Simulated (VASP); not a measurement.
These are PBE GGA, VASP's PBE PAW potentials (set 64) (plane waves; VASP) values and carry that method's errors.

A VASP calculation is set up with these files.

### POSCAR
```
MgB2
1
    1.5033750000    -2.7403260000     0.0000000000
    1.5033750000     2.7403260000     0.0000000000
    0.0000000000     0.0000000000     3.5143660000
Mg B
1 2
Direct
  0.0000000000   0.0000000000   0.0000000000
  0.3333330000   0.6666670000   0.5000000000
  0.6968860000   0.3635520000   0.5000000000
```

**INCAR**
```
LASPH  =  .True.
LCHARG  =  .False.
NELM  =  100   ! most electronic steps
SIGMA  =  0.1
ENCUT  =  520   ! plane-wave cut-off (eV)
LREAL  =  .False.
LWAVE  =  .False.
GGA  =  PE   ! PBE
PREC  =  Accurate
SYSTEM  =  MgB2
ALGO  =  Normal
EDIFF  =  1E-6
ISIF  =  2   ! forces and stress, cell fixed
ISMEAR  =  1   ! Methfessel-Paxton
```

KPOINTS:
```
kpoints
0
Gamma
  13 13 10
0 0 0
```

POTCAR, in this order: Mg B (PBE.64 set). Program: vasp_std.

Output

OUTCAR:
```
 ion  position               nearest neighbor table
   1  0.000  0.000  0.000-   3 2.43   3 2.43   2 2.49   2 2.49   2 2.49   2 2.49   2 2.53   2 2.53
                             3 2.54   3 2.54   3 2.54   3 2.54
   2  0.333  0.667  0.500-   3 1.68   3 1.83   3 1.84   1 2.49   1 2.49   1 2.49   1 2.49   1 2.53
                             1 2.53
   3  0.697  0.364  0.500-   2 1.68   2 1.83   2 1.84   1 2.43   1 2.43   1 2.54   1 2.54   1 2.54
                             1 2.54
  LATTYP: Found a base centered orthorhombic cell.
 ALAT       =     3.0067500000
 B/A-ratio  =     1.8227827388
 C/A-ratio  =     1.1688254760
 Subroutine PRICEL returns:
 Original cell was already a primitive cell.
 Subroutine GETGRP returns: Found  2 space group operations
The static configuration has the point symmetry C_1h.
The dynamic configuration has the point symmetry C_1h.
 Subroutine INISYM returns: Found  2 space group operations
 Subroutine IBZKPT returns following result:
 Found    510 irreducible k-points:

 Following reciprocal coordinates:
            Coordinates               Weight
  0.000000  0.000000  0.000000      1.000000
  0.076923  0.000000  0.000000      2.000000
  0.000000  0.076923  0.000000      2.000000
  0.153846  0.000000  0.000000      2.000000
  0.000000  0.153846  0.000000      2.000000
  0.230769  0.000000  0.000000      2.000000
  0.000000  0.230769  0.000000      2.000000
  0.307692  0.000000  0.000000      2.000000
  0.000000  0.307692  0.000000      2.000000
  0.384615  0.000000  0.000000      2.000000
  0.000000  0.384615  0.000000      2.000000
  0.461538  0.000000  0.000000      2.000000
  0.000000  0.461538  0.000000      2.000000
  0.076923  0.076923  0.000000      2.000000
  0.153846  0.076923  0.000000      2.000000
  0.076923  0.153846  0.000000      2.000000
  0.230769  0.076923  0.000000      2.000000
  0.076923  0.230769  0.000000      2.000000
...
```

### OSZICAR
```
       N       E                     dE             d eps       ncg     rms          rms(c)
DAV:   1     0.603268685310E+01    0.60327E+01   -0.39121E+03  8640   0.839E+02
DAV:   2    -0.166115706180E+02   -0.22644E+02   -0.21590E+02 11720   0.110E+02
DAV:   3    -0.169092426113E+02   -0.29767E+00   -0.28830E+00 10520   0.152E+01
DAV:   4    -0.169097579153E+02   -0.51530E-03   -0.51526E-03 12648   0.574E-01
DAV:   5    -0.169097584225E+02   -0.50719E-06   -0.50758E-06 10792   0.106E-02    0.528E+00
DAV:   6    -0.154925240216E+02    0.14172E+01   -0.24259E+00  9336   0.868E+00    0.250E+00
DAV:   7    -0.152444729748E+02    0.24805E+00   -0.11275E+00 10488   0.585E+00    0.768E-01
DAV:   8    -0.152427834808E+02    0.16895E-02   -0.43723E-02  9120   0.164E+00    0.201E-01
DAV:   9    -0.152403636007E+02    0.24199E-02   -0.84162E-03 10000   0.523E-01    0.435E-02
DAV:  10    -0.152403502324E+02    0.13368E-04   -0.51251E-04 12200   0.156E-01    0.189E-02
DAV:  11    -0.152403363428E+02    0.13890E-04   -0.76447E-05  9688   0.554E-02    0.542E-03
DAV:  12    -0.152403364672E+02   -0.12435E-06   -0.15509E-06  9352   0.102E-02
   1 F= -.15240336E+02 E0= -.15240394E+02  d E =0.173010E-03
```

**OUTCAR**
```
------------------------ aborting loop because EDIFF is reached ----------------------------------------
  FORCE on cell =-STRESS in cart. coord.  units (eV):
  Direction    XX          YY          ZZ          XY          YZ          ZX
  --------------------------------------------------------------------------------------
  Total        1.6990516     -1.8860179      0.2115468     -0.2133172      0.0000000      0.0000000
  in kB       94.0092544   -104.3541791     11.7049739    -11.8029338      0.0000000      0.0000000
  external PRESSURE =       0.4533497 kB  Pullay stress =       0.0000000 kB
  volume of cell :       28.96
      direct lattice vectors                 reciprocal lattice vectors
     1.503375000 -2.740326000  0.000000000     0.332585017 -0.182460043  0.000000000
     1.503375000  2.740326000  0.000000000     0.332585017  0.182460043  0.000000000
     0.000000000  0.000000000  3.514366000     0.000000000  0.000000000  0.284546345
 POSITION                                       TOTAL-FORCE (eV/Angst)
 -----------------------------------------------------------------------------------
      0.00000      0.00000      0.00000         0.227174      0.017512      0.000000
      1.50337      0.91344      1.75718         0.648541     -0.381622      0.000000
      1.59424     -0.91344      1.75718        -0.875715      0.364109      0.000000
 -----------------------------------------------------------------------------------
    total drift:                                0.000016      0.000002      0.000000
  FREE ENERGIE OF THE ION-ELECTRON SYSTEM (eV)
  ---------------------------------------------------
  free  energy   TOTEN  =       -15.2403364672 eV

  energy  without entropy=      -15.2405094775  energy(sigma->0) =      -15.24039414
```
(Selected blocks of OUTCAR.)

The compound is MgB2 in the AlB2 type structure. The cell was not relaxed at this level, atoms are displaced from their ideal sites. The run is one of a series of settings (KPOINTS 13×13×10 Γ-centred mesh against the base run), some of them coarse on purpose.
